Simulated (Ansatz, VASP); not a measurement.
**ZrTeSe in two plane-wave programs**

Aim: how closely do two programs agree when they are given the same cell, functional and k mesh? The structure shown is the start of the Ansatz relaxation below; VASP solves that cell, so the two are compared at the walk's first step.

Calculated with Ansatz 0.2.0; plane waves, with VASP 6.6.1 beside it; single point at PBE.

**1. Starting point**

The cell holds 3 atoms: 1 Zr, 1 Se and 1 Te. Its edges and angles: a = 4.045 Å, b = 4.045 Å, c = 30.000 Å, α = 90.0°, β = 90.0°, γ = 120.0°. Vacuum lies along c.

As a file:

```cif
data_structure
_symmetry_space_group_name_H-M 'P 1'
_symmetry_Int_Tables_number 1
_cell_length_a 4.0445
_cell_length_b 4.0445
_cell_length_c 30.0000
_cell_angle_alpha 90.000
_cell_angle_beta 90.000
_cell_angle_gamma 120.000
_cell_volume 425.00
loop_
_atom_site_label
_atom_site_type_symbol
_atom_site_fract_x
_atom_site_fract_y
_atom_site_fract_z
_atom_site_occupancy
Zr1 Zr 0.00000 0.00000 0.33688 1
Se2 Se 0.33333 0.66667 0.38410 1
Te3 Te 0.66667 0.33333 0.27569 1
```

**2. Ansatz: relaxation, PBE**

Ansatz runs on its PAW soft_1 files.

The two programs are compared at the cell with which this relaxation starts, whose forces are those of its first step.

input.yaml reads:

```yaml
crystal:
  lattice:
    - [4.0445419623, 0.0, 0.0]
    - [-2.0222709812, 3.5026760861, 0.0]
    - [0.0, 0.0, 30.0]
  atoms:
    - { symbol: Zr, position: [0.0, 0.0, 0.3368755359] }
    - { symbol: Se, position: [0.3333333333, 0.6666666667, 0.3841012152] }
    - { symbol: Te, position: [0.6666666667, 0.3333333333, 0.2756899156] }
  periodic: [true, true, false]
kpoints:
  mp_grid: { grid: [12, 12, 1] }
hamiltonian:
  xc: pbe
  pseudopotentials: { kind: paw, azcp: { folder: soft_1 } }
scf:
  occupations: { method: methfessel_paxton, width: 0.2 }
output:
  forces: true
  stress: true
  eigenvalues: true
relax:
  adjacent_minimum: "off"
  f_tol: 0.001
  max_steps: 60
```

On the command line:

```
> ansatz run input.yaml --threads 4 --pin off --max-ram 16384MiB --backend cpu --events-out ev --progress --plain --runs-dir out
```

Numbers of over 12 decimals in the logs are rounded to 6 here.

The log of the run:

```text
Warning: output.stress: scf.convergence.dr2_threshold = 1e-9 eV (the default of a walk held to its f_tol) is looser than the 3e-10 eV advised for a printed stress (1e-10 eV for each atom of the cell: 3). What an SCF threshold leaves in a stress goes as its square root, and in the free energy as the threshold itself, and one threshold admits the most on a small cell: [figures from the program's tests cut] Every solve  [...]
Engine: ansatz 0.2.0, aarch64-unknown-linux-gnu
Pseudopotentials: kind: paw
Pseudopotential: Zr, paw, valence charge 12, recommended cutoff 420 eV (normal), soft_1/Zr.paw.azcp
Pseudopotential: Se, paw, valence charge 16, recommended cutoff 420 eV (normal), soft_1/Se.paw.azcp
Pseudopotential: Te, paw, valence charge 16, recommended cutoff 420 eV (normal), soft_1/Te.paw.azcp
Functional definition: PBE
  parameter kappa = 0.804
  parameter beta = 0.066725
  exchange = pbe_x(kappa = kappa, mu = beta*pi^2/3)
  correlation = pbe_c(beta = beta)
Crystal: 3 atoms, lattice volume = 425.002 Å³
Basis set: ecut = 420 eV, 8345 PW (Γ), exchange–correlation on 60×60×432 points (8 copies of the dense FFT grid, shifted against one another)
Bands: 27, of which v1, the nominal top of the filled ones, is band 22 counted from 1 (21 counted from 0)
Symmetry: 6 space group operations
Space group: P3m1 (ITA 156), of the structure as read, at distance tolerance 7.5e-5 Å
k-points: 19 of 144 (time reversal used)
Non-local potential: Zr, projectors of the file, l = 0: 3, l = 1: 2, l = 2: 2, l = 3: 1
Non-local potential: Se, projectors of the file, l = 0: 2, l = 1: 2, l = 2: 3, l = 3: 1
Non-local potential: Te, projectors of the file, l = 0: 2, l = 1: 2, l = 2: 2, l = 3: 1
PAW form: soft (Blöchl's): semilocal exchange-correlation on the pseudo side does not see the compensation charge
PAW one-centre angular grid: Zr, 590 points (default); XC on 64 Gauss nodes
PAW one-centre angular grid: Se, 590 points (default); XC on 64 Gauss nodes
PAW one-centre angular grid: Te, 590 points (default); XC on 64 Gauss nodes
Initial density: superposition of atomic densities (neutral atoms: chi_scale 0, normalization atom)
Initial wavefunctions: pseudopotential atomic-orbital guess
Functional: x = pbe(κ = 0.804, μ = 0.219515), c = pbe(β = 0.066725)
SCF iter   1: F=—  HF=-16636.690367 eV  |F-HF|=—  |Δ(HF+E_count)|=         —  Δρ=1.53e-2  dr2=1.64e0  ethr=3.10e-3  ⟨swp⟩=11.9  Hψ=3242  notcnv=0
preconditioner: auto → Resta (q_TF=auto, 1.870 Å⁻¹)  ε∞=1.9  [insulator: Δε(μ)=0.691 eV  Ē_g=7.463 eV  σ=0.200 eV  W_gap=1.04  n_scr=46 (ndim 8)  ℏωp=7.2 eV  f_vac=0.755  D(μ)=-0.02/eV (n_scr^D=0)  ε∞_Penn≈1.9  vacuum switching on, ρ_ref=4.0e-3 e/Å³]
SCF iter   2: F=—  HF=-16636.343020 eV  |F-HF|=—  |Δ(HF+E_count)|=   3.47e-1  S|Δr|=    0.00e0  Δρ=7.20e-3  dr2=4.50e-1  ethr=3.10e-3  ⟨swp⟩=3.5  Hψ=1073  notcnv=0  defer=3
preconditioner: auto → LDOS  [metal: Δε(μ)=0.117 eV  Ē_g=6.810 eV  σ=0.200 eV  W_gap=0.47  n_scr=46 (ndim 8)  ℏωp=7.2 eV  f_vac=0.757  D(μ)=0.47/eV (n_scr^D=4)  β→1.0]
SCF iter   3: F=—  HF=-16636.381609 eV  |F-HF|=—  |Δ(HF+E_count)|=   3.86e-2  S|Δr|=    0.00e0  Δρ=4.89e-3  dr2=6.25e-1  ethr=1.02e-3  ⟨swp⟩=3.5  Hψ=1034  notcnv=0  defer=3
SCF iter   4: F=—  HF=-16636.307590 eV  |F-HF|=—  |Δ(HF+E_count)|=   7.40e-2  S|Δr|=    0.00e0  Δρ=2.17e-3  dr2=1.97e-1  ethr=1.02e-3  ⟨swp⟩=2.8  Hψ=849  notcnv=0  defer=2
SCF iter   5: F=—  HF=-16636.291313 eV  |F-HF|=—  |Δ(HF+E_count)|=   1.63e-2  S|Δr|=    0.00e0  Δρ=9.16e-4  dr2=4.18e-3  ethr=4.48e-4  ⟨swp⟩=2.6  Hψ=699  notcnv=0
SCF iter   6: F=—  HF=-16636.291315 eV  |F-HF|=—  |Δ(HF+E_count)|=   2.06e-6  S|Δr|=    0.00e0  Δρ=2.52e-4  dr2=1.74e-4  ethr=9.51e-6  ⟨swp⟩=3.0  Hψ=791  notcnv=0
SCF iter   7: F=—  HF=-16636.291459 eV  |F-HF|=—  |Δ(HF+E_count)|=   1.43e-4  S|Δr|=    0.00e0  Δρ=5.81e-5  dr2=1.06e-5  ethr=3.96e-7  ⟨swp⟩=3.3  Hψ=1040  notcnv=0
SCF iter   8: F=—  HF=-16636.291554 eV  |F-HF|=—  |Δ(HF+E_count)|=   9.53e-5  S|Δr|=    0.00e0  Δρ=1.39e-5  dr2=6.02e-7  ethr=2.42e-8  ⟨swp⟩=3.3  Hψ=971  notcnv=0
[...]
greatest PAW one-centre occupation: 1.000 electrons in one spin orbital (limit 2), on the Se atom at site 1 (counted from 0), in its partial waves of l = 2
relax step   1: F+E_penalty+E_count = -16636.29155539 eV  Δ(F+E_penalty+E_count) = +0.000e0 eV  max|allowed force component| = 1.523e-1 eV/Å  Δτ_max = 0.0000 Å  (9 SCF iters, dr2 threshold 1.00e-7 eV, accepted)
[...]
relax step   2: F+E_penalty+E_count = -16636.28613391 eV  Δ(F+E_penalty+E_count) = +5.421e-3 eV  max|allowed force component| = 2.703e-1 eV/Å  Δτ_max = 0.0539 Å  (6 SCF iters, dr2 threshold 1.45e-6 eV, rejected (line search))
[...]
relax step   3: F+E_penalty+E_count = -16636.29437319 eV  Δ(F+E_penalty+E_count) = -2.818e-3 eV  max|allowed force component| = 6.119e-3 eV/Å  Δτ_max = 0.0192 Å  (7 SCF iters, dr2 threshold 1.00e-7 eV, accepted)
[...]
relax step   4: F+E_penalty+E_count = -16636.29437702 eV  Δ(F+E_penalty+E_count) = -3.835e-6 eV  max|allowed force component| = 4.982e-4 eV/Å  Δτ_max = 0.0007 Å  (6 SCF iters, dr2 threshold 2.34e-9 eV, accepted)
[...]
relax step   5: F+E_penalty+E_count = -16636.29437702 eV  Δ(F+E_penalty+E_count) = +2.183e-10 eV  max|allowed force component| = 5.088e-4 eV/Å  Δτ_max = 0.0000 Å  (2 SCF iters, accepted)
SCF converged after 2 iterations
Stability not checked: this state was not tested for a lower state beside it, because cold or Methfessel-Paxton smearing, or corrected tetrahedra, fill the levels in a way that the test cannot read (fill_not_monotonic; see scf.lower_state_search)
Free energy (F): -16636.294377 eV
Harris-Foulkes:  -16636.294377 eV  (|F-HF|=2.62e-10)
Internal energy: -16636.298843 eV  (E = F + TS)
E sigma→0 (E₀):  -16636.295493 eV
Entropy (-TS):   0.004466 eV (1.489 meV/atom)
Fermi energy:    -4.884537 eV
Step filling:    the computed levels leave a gap of 0.2913 eV = 1.5 smearing widths at the electron count; against every level under it full and every level over it empty, smearing changes F+E_penalty+E_count by +1.751 meV and its σ→0 estimate by +0.635 meV
--- Per-component energies (eV) ---
  E_band       = -1402.090118
  E_kinetic    = 595.387025
  E_local      = -77098.086823  (includes V_loc(G=0)·N_el)
  E_nonlocal   = -214.726411
  E_hartree    = 38184.491868
  E_xc         = -361.142239
  E_vxc        = -373.499782  (∫ρ·V_xc dr)
  E_paw        = -9765.956034  (= ΣΔE_a)
  E_vpaw       = -680.147444  (= ΣTr[D̂ρ^β])
  E_aug_tail   = -0.000305  (compensation charges beyond the density's cutoff)
  E_ewald      = 32023.734077
  E_smearing   = 0.004466  (= −TS)
  E_closure    = 0.000000  (closes the sum)
  Σ components = -16636.294377   (vs F -16636.294377, Δ=0.00e0)
--- Forces (eV/Å), atoms counted from 1 ---
  atom   1  Zr    -0.00000000    -0.00000000    -0.00050757
  atom   2  Se    -0.00000000    -0.00000000     0.00039696
  atom   3  Te     0.00000000     0.00000000     0.00011429
  max |Σ_I F_I| component: 3.68e-6 eV/Å
--- 2D stress c σ (N/m, compression-positive) ---
       -2.114615      -0.000000       0.000000
       -0.000000      -2.114615      -0.000000
        0.000000       0.000000       0.000000
  P = ½ c Tr σ = -2.1146 N/m
--- Band table (eV; the first three rows and the last of 19) ---
  k-point 0: bands = [... 18 lower, -8.0471, -6.3185, -5.0737, -5.0737, -4.5096, -4.5096, -3.7517, -1.4020, ... 1 higher]
  k-point 1: bands = [... 18 lower, -8.0219, -6.1965, -5.6640, -5.3735, -4.3923, -4.1955, -3.5735, -1.7205, ... 1 higher]
  k-point 2: bands = [... 18 lower, -7.9599, -6.6501, -5.9574, -5.7693, -4.4435, -3.7802, -3.3338, -2.1523, ... 1 higher]
  k-point 18: bands = [... 18 lower, -8.4357, -7.2960, -7.2653, -7.0779, -3.9804, -3.5378, -3.1786, -2.0078, ... 1 higher]
--- Relaxed structure (5 steps of the walk, 4 accepted, 0 SCFs on fresh bases) ---
  F+E_penalty+E_count = -16636.29437702 eV   max|allowed force component| = 5.088e-4 eV/Å
  cell:  # Å, volume = 425.0016 Å³
    - [4.044542, 2.8867580538147788e-11, 0.0]
    - [-2.022271, 3.502676, 0.0]
    - [0.0, 0.0, 30.0]
  atoms:
    - { symbol: Zr, position: [0, 0, 0.336933] }
    - { symbol: Se, position: [0.333333, 0.666667, 0.383439] }
    - { symbol: Te, position: [0.666667, 0.333333, 0.276295] }
```

The column dr2 measures how far the density is from self-consistency, as an energy; F and HF (Harris–Foulkes) agree once it is small.

**3. VASP: single point, PBE, start cell, pair 1**

The same cell, functional, mesh and smearing now go to VASP, with its own data sets.

Lines of VASP's logs that name or quote its potential files are left out, and so is its time.

INCAR reads:

```
SYSTEM = ZrTeSe
PREC = Accurate
ENCUT = 400
EDIFF = 1E-06
NELM = 120
ISMEAR = 1
SIGMA = 0.2
LREAL = .FALSE.
ALGO = Normal
GGA = PE
NBANDS = 18
LASPH = .TRUE.
LORBIT = 11
LWAVE = .FALSE.
LCHARG = .FALSE.
ISIF = 2
LDIPOL = .TRUE.
IDIPOL = 3
DIPOL = 0.5 0.5 0.332
LVHAR = .TRUE.
GGA_COMPAT = .FALSE.
EFERMI = MIDGAP
NELMDL = -8
KPAR = 2
```

POSCAR reads:

```
ZrTeSe
1.0
    4.0445419623      0.0000000000      0.0000000000
   -2.0222709812      3.5026760861      0.0000000000
    0.0000000000      0.0000000000     30.0000000000
Zr Se Te
1 1 1
Direct
    0.0000000000      0.0000000000      0.3368755333
    0.3333332776      0.6666665551      0.3841012000
    0.6666667148      0.3333334203      0.2756899000
```

KPOINTS reads:

```
Automatic mesh
0
Gamma
12 12 1
0 0 0
```

PAW data sets: Zr_sv, Se and Te (PBE family, release 64).

On the command line:

```
> mpirun -np 2 vasp_std
```

The log of the run:

```text
[banner, memory and clock lines left out]
running    2 mpi-ranks, on    1 nodes
 distrk:  each k-point on    1 cores,    2 groups
 distr:  one band on    1 cores,    1 groups

 POSCAR found type information on POSCAR ZrSeTe
 POSCAR found :  3 types and       3 ions
 LDA part: xc-table for (Slater+PW92), standard interpolation
 POSCAR, INCAR and KPOINTS ok, starting setup
 FFT: planning ... GRIDC
 FFT: planning ... GRID_SOFT
 FFT: planning ... GRID
 WAVECAR not read
 entering main loop
       N       E                     dE             d eps       ncg     rms          rms(c)
DAV:   1     0.136344489913E+03    0.13634E+03   -0.87637E+03   900   0.766E+02
DAV:   2    -0.334665598556E+01   -0.13969E+03   -0.13717E+03   934   0.182E+02
DAV:   3    -0.194773429419E+02   -0.16131E+02   -0.16091E+02  1288   0.569E+01
DAV:   4    -0.201025356238E+02   -0.62519E+00   -0.62473E+00   968   0.926E+00
DAV:   5    -0.201237329332E+02   -0.21197E-01   -0.20299E-01  1120   0.174E+00
DAV:   6    -0.201241240302E+02   -0.39110E-03   -0.39102E-03   974   0.239E-01
DAV:   7    -0.201241350329E+02   -0.11003E-04   -0.11002E-04  1088   0.381E-02
DAV:   8    -0.201241354969E+02   -0.46402E-06   -0.46443E-06   910   0.641E-03    0.110E+01
DAV:   9    -0.185074808635E+02    0.16167E+01   -0.66927E+00   766   0.126E+01    0.523E+00
DAV:  10    -0.184601383440E+02    0.47343E-01   -0.68879E-01   894   0.400E+00    0.221E+00
DAV:  11    -0.184518074921E+02    0.83309E-02   -0.10325E-01   920   0.171E+00    0.763E-01
DAV:  12    -0.184520320032E+02   -0.22451E-03   -0.11510E-02   950   0.695E-01    0.260E-01
DAV:  13    -0.184515653420E+02    0.46666E-03   -0.12665E-03  1088   0.259E-01    0.112E-01
DAV:  14    -0.184512637993E+02    0.30154E-03   -0.41733E-04   968   0.111E-01    0.525E-02
[...]
DAV:  18    -0.184514501190E+02   -0.16029E-03   -0.26754E-05   850   0.173E-02    0.633E-03
DAV:  19    -0.184515004044E+02   -0.50285E-04   -0.29541E-06   862   0.657E-03    0.181E-03
DAV:  20    -0.184515338644E+02   -0.33460E-04   -0.14847E-06   772   0.379E-03    0.216E-03
DAV:  21    -0.184515472985E+02   -0.13434E-04   -0.20174E-07   688   0.156E-03    0.807E-04
DAV:  22    -0.184515629308E+02   -0.15632E-04   -0.74224E-07   706   0.214E-03    0.678E-04
DAV:  23    -0.184515668721E+02   -0.39412E-05   -0.56610E-08   624   0.784E-04    0.258E-04
DAV:  24    -0.184515724980E+02   -0.56260E-05   -0.20804E-07   602   0.100E-03    0.194E-04
DAV:  25    -0.184515730985E+02   -0.60051E-06   -0.59500E-09   566   0.275E-04
   1 F= -.18451573E+02 E0= -.18452886E+02  d E =0.394010E-02
```

From OUTCAR (step 3):

```text
ion  position               nearest neighbor table
   1  0.000  0.000  0.337-   2 2.73   2 2.73   2 2.73   3 2.97   3 2.97   3 2.97
   2  0.333  0.667  0.384-   1 2.73   1 2.73   1 2.73
   3  0.667  0.333  0.276-   1 2.97   1 2.97   1 2.97

  LATTYP: Found a hexagonal cell.
 ALAT       =     4.0445419623
 C/A-ratio  =     7.4174035724

 Subroutine GETGRP returns: Found  6 space group operations
 (whereof  6 operations were pure point group operations)

The static configuration has the point symmetry C_3v.

 Found     19 irreducible k-points:

   k-points           NKPTS =     19   k-points in BZ     NKDIM =     19   number of bands    NBANDS=     18

   dimension x,y,z NGX =    28 NGY =   28 NGZ =  196
   dimension x,y,z NGXF=    56 NGYF=   56 NGZF=  392

   ENCUT  =  400.0 eV  29.40 Ry    5.42 a.u.   6.60  6.60 48.92*2*pi/ulx,y,z

   NELECT =      24.0000    total number of electrons

 k-points in reciprocal lattice and weights: Automatic mesh
   0.00000000  0.00000000  0.00000000       0.007
   0.08333333 -0.00000000  0.00000000       0.042
   0.16666667  0.00000000  0.00000000       0.042
   0.25000000  0.00000000  0.00000000       0.042
   0.33333333  0.00000000  0.00000000       0.042
   0.41666667 -0.00000000  0.00000000       0.042
   0.50000000  0.00000000  0.00000000       0.021
   0.08333333  0.08333333  0.00000000       0.042
   0.16666667  0.08333333  0.00000000       0.083
[...]
0.33333333  0.25000000  0.00000000       0.083
   0.33333333  0.33333333  0.00000000       0.014

 dipolmoment           0.000000      0.000000     -0.005856 electrons x Angstroem

 average (electrostatic) potential at core
       1 -87.9865       2 -61.0376       3 -96.6933

 E-fermi :  -2.7872

 k-point     1 :       0.0000    0.0000    0.0000
  band No.  band energies     occupation
    ...
      8      -5.8551      2.00000
      9      -5.8551      2.00000
     10      -4.2092      2.00000
     11      -2.9391      1.95790
     12      -2.9391      1.95790
     13      -2.3782     -0.01378
     14      -2.3782     -0.01378
     15      -1.6659     -0.00000
     16       0.7073     -0.00000
     17       0.8586     -0.00000
    ...

 k-point     2 :       0.0833   -0.0000    0.0000
  band No.  band energies     occupation
    ...
      8      -5.9920      2.00000
      9      -5.8311      2.00000
     10      -4.0866      2.00000
     11      -3.5288      2.00000
     12      -3.2353      2.00682
     13      -2.2664     -0.00144
     14      -2.0682     -0.00000
     15      -1.4862     -0.00000
     16       0.3628     -0.00000
     17       0.7838     -0.00000
    ...

 k-point     3 :       0.1667    0.0000    0.0000
  band No.  band energies     occupation
    ...
      8      -6.2481      2.00000
      9      -5.7730      2.00000
     10      -4.5156      2.00000
     11      -3.8493      2.00000
     12      -3.6267      2.00000
     13      -2.3252     -0.00518
     14      -1.6581     -0.00000
     15      -1.2442     -0.00000
     16      -0.0619     -0.00000
     17       0.6571     -0.00000
    ...

  Total       -2.1601132     -2.1601132     -0.4776502      0.0000000     -0.0000000      0.0000000
  in kB       -8.1432265     -8.1432265     -1.8006528      0.0000000     -0.0000000      0.0000000
  external PRESSURE =      -6.0290352 kB  Pullay stress =       0.0000000 kB

  energy-cutoff  :      400.00
  volume of cell :      425.00
      direct lattice vectors                 reciprocal lattice vectors
     4.044541962  0.000000000  0.000000000     0.247246786  0.142747998  0.000000000
    -2.022270981  3.502676086  0.000000000     0.000000000  0.285495997  0.000000000
     0.000000000  0.000000000 30.000000000     0.000000000  0.000000000  0.033333333

 POSITION                                       TOTAL-FORCE (eV/Angst)
 -----------------------------------------------------------------------------------
      0.00000      0.00000     10.10627         0.000000      0.000000      0.009136
      0.00000      2.33512     11.52304         0.000000      0.000000     -0.139624
      2.02227      1.16756      8.27070        -0.000000     -0.000000      0.130487
 -----------------------------------------------------------------------------------
    total drift:                               -0.000005      0.000050     -0.000044

  FREE ENERGIE OF THE ION-ELECTRON SYSTEM (eV)
  ---------------------------------------------------
  free  energy   TOTEN  =       -18.4515730985 eV

  energy  without entropy=      -18.4555131964  energy(sigma->0) =      -18.45288646

 vacuum level on the upper side and lower side of the slab         2.092         2.167

 total charge
# of ion       s       p       d       tot
------------------------------------------
    1        2.160   5.986   1.422   9.568
    2        1.456   2.395   0.022   3.872
    3        1.375   2.018   0.024   3.416
--------------------------------------------------
tot          4.990  10.399   1.468  16.857

[... 3 further parts left out ...]
```

The gap is under twice the smearing width, so the edge states are partly filled and the run can't tell a small gap from a semimetal. Methfessel-Paxton smearing is not meant for a cell with a gap.

**4. Comparison**

Known differences besides the potentials themselves: Ansatz cuts the interaction across the vacuum, VASP repeats the sheet with a dipole correction; the data sets hold 44 valence electrons in Ansatz (on its PAW soft_1 files) and 24 in VASP; the cutoff is 420 eV in Ansatz and 400 eV in VASP. Total energies have different zeros and are not compared.

Forces (eV/Å; atoms numbered as in POSCAR):

```csv
atom,"Ansatz x, y, z","VASP x, y, z"
Zr1,"0.000, 0.000, 0.010","0.000, 0.000, 0.009"
Se2,"0.000, 0.000, -0.152","0.000, 0.000, -0.140"
Te3,"0.000, 0.000, 0.142","0.000, 0.000, 0.130"
```

The forces differ by 5.8 meV/Å r.m.s., which is 9.1 % of the r.m.s. force of 0.064 eV/Å (both taken over all components). With vacuum in the cell, a pressure given here is an average over mostly empty space and none of the material.

**5. Ansatz: relaxation, PBE**

The two programs are compared at the cell with which this relaxation starts, whose forces are those of its first step.

The structure compared here is the start of the Ansatz relaxation; VASP solves that cell, so the two are compared at the walk's first step.

input.yaml, the sections that differ from step 2:

```yaml
crystal:
  lattice:
    - [3.7723131764, 0.0, 0.0]
    - [-1.8861565882, 3.3679577751, 0.0]
    - [0.0, 0.0, 30.0]
  atoms:
    - { symbol: Zr, position: [0.0003875083, 0.0007750167, 0.3367078085] }
    - { symbol: Se, position: [0.3312899606, 0.6625799212, 0.3867537389] }
    - { symbol: Te, position: [0.668322531, 0.3366450621, 0.2732051193] }
  periodic: [true, true, false]
# kpoints, hamiltonian, scf, output, relax: as in step 2
```

On the command line:

```
> ansatz run input.yaml --threads 4 --pin off --max-ram 16384MiB --backend cpu --events-out ev --progress --plain --runs-dir out
```

The log of the run:

```text
[...]
Crystal: 3 atoms, lattice volume = 381.150 Å³
Basis set: ecut = 420 eV, 7513 PW (Γ), exchange–correlation on 54×54×432 points (8 copies of the dense FFT grid, shifted against one another)
Bands: 27, of which v1, the nominal top of the filled ones, is band 22 counted from 1 (21 counted from 0)
Symmetry: 2 space group operations
[...]
--- Relaxed structure (5 steps of the walk, 4 accepted, 0 SCFs on fresh bases) ---
  F+E_penalty+E_count = -16636.35069082 eV   max|allowed force component| = 3.435e-4 eV/Å
  cell:  # Å, volume = 381.1497 Å³
    - [3.7723131764, 0.0, 0.0]
    - [-1.8861565882, 3.3679577751, 0.0]
    - [0.0, 0.0, 30.0]
  atoms:
    - { symbol: Zr, position: [0.00057872, 0.00115744, 0.336702] }
    - { symbol: Se, position: [0.330221, 0.660442, 0.387096] }
    - { symbol: Te, position: [0.669200, 0.338401, 0.272869] }
[key lines of the parts left out:]
SCF converged after 5 iterations
Free energy (F): -16636.350691 eV
Fermi energy:    -4.890805 eV
P = ½ c Tr σ = 0.8742 N/m
```

(Part 1 of 2 ends here.)

[Lines on the potential files, build, host, timing and source positions are cut from VASP's logs without a mark.]

[Logs are printed without paths, hosts, clocks, repeated set-up lines and the standing remarks that a program may print on its own settings, such as how far it seeks lower states.]

[Hosts, paths, dates, database ids (printed as entryN), source tags and the programs' standing remarks are cut or masked in the printed files.]
